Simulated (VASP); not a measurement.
Set up this calculation in VASP 6.6.1, as the native input.

| Quantity | Value |
| --- | --- |
| Task | relaxation of cell and atoms |
| Functional | LDA |
| Potentials or basis | VASP PAW LDA potentials, release 64 (Mg, Rh_pv) |
| Cutoff | 600 eV |
| k mesh | 14 × 14 × 14 |
| Occupations | gaussian, width 0.1 eV |
| Spin | no spin polarisation |
| Dipole correction | no |
| Further INCAR settings | ALGO = Normal; EDIFF = 1e-06; IBRION = 2; EDIFFG = -0.005; NSW = 70; ISIF = 3 |

The structure of MgRh lies in POSCAR:

```
MgRh
1.0
    3.1222790988      0.0000000000      0.0000000000
    0.0000000000      3.1222790988      0.0000000000
    0.0000000000      0.0000000000      3.1222790988
Mg Rh
1 1
Direct
    0.0000000000      0.0000000000      0.0000000000
    0.5000000000      0.5000000000      0.5000000000
```

One way to write it, as run:

INCAR

```
ALGO = Normal
EDIFF = 1E-6
EDIFFG = -0.005
ENCUT = 600
IBRION = 2
ISIF = 3
ISMEAR = 0
LASPH = True
LCHARG = False
LREAL = False
LWAVE = False
NELM = 60
NSW = 70
PREC = Accurate
SIGMA = 0.1
```

KPOINTS

```
k-points
0
Gamma
  14 14 14
```

Potentials or basis: VASP PAW LDA potentials, release 64 (Mg, Rh_pv).

The run is started by

```console
$ cat potpaw_LDA.64/Mg/POTCAR potpaw_LDA.64/Rh_pv/POTCAR > POTCAR
$ mpirun -np 1 vasp_std > vasp.out
```

Results of the run:

```yaml
Relaxed_volume: 14.11 Å³/atom
Relaxed_cell: a = 3.045 Å, b = 3.045 Å, c = 3.045 Å, α = 90.00°, β = 90.00°, γ = 90.00°
Space_group_after_relaxing_to_0.05_Å: Pm-3m (No. 221)
Energy_gained_by_relaxing: 33.5 meV/atom
Ionic_steps: 6
Pressure_after_relaxing: 0.0 GPa
Band_gap_on_the_k_mesh: none (metal or under the smearing width)
```

It took 80 s on 1 thread of AMD EPYC 9R45 96-Core Processor (Zen 5), with other jobs on the host, peak memory 0.17 GiB.
